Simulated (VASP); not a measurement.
PbS (rock salt) relaxed at rising pressure, in one space group throughout; other phases were not tried. The pressures are those reached. Computed with LDA (Ceperley-Alder, Perdew-Zunger), VASP's LDA PAW potentials (set 64) (plane waves; VASP).

```tsv
P (GPa)	V (Å³/atom)	k-mesh
0.05	24.968	11×11×11
4.98	23.320	8×8×8
9.94	22.136	8×8×8
19.97	20.398	8×8×8
30.15	19.151	9×9×9
```

A change of mesh leaves a small step in the series.

Q: Fit an equation of state and predict the volume at 45.16 GPa.

A: Least squares on the third-order Birch-Murnaghan form, P = (3B0/2)(y⁷ − y⁵)[1 + (3/4)(B′ − 4)(y² − 1)] with y = (V0/V)^(1/3), gives V0 = 24.980 Å³/atom, B0 = 63 GPa and B′ = 4.4, and so 17.815 Å³/atom. The run gave 17.725 Å³/atom, -0.5 % from the fit.

Pressures at which the relaxation failed are left out.

The compound is PbS in the rock salt structure.
